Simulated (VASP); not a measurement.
Consider the following.

```yaml
crystal:
  lattice:
    - [0.00000, 3.14047, 3.14047]
    - [3.14047, 0.00000, 3.14047]
    - [3.14047, 3.14047, 0.00000]
  atoms:
    - { symbol: Ga, position: [0.00000, 0.00000, 0.00000] }
    - { symbol: Sb, position: [0.25000, 0.25000, 0.25000] }
```

Computed with PBE0 hybrid, VASP's PBE PAW potentials (set 64) (plane waves; VASP). Numerical set-up: 520 eV cut-off, 6×6×6 Γ-centred mesh, Gaussian smearing of 0.050 eV, potentials Ga_d Sb.

Question: Give the stress tensor in GPa (positive for a compressed cell).

Answer: 
```
-3.82   0.00   0.00
 0.00  -3.82   0.00
 0.00   0.00  -3.82
```
The pressure is its mean diagonal, -3.82 GPa.

The compound is GaSb in the zinc blende structure. This cell is one point of a volume scan, at 1.03 of the reference volume. The cell's shape comes from a PBE relaxation.
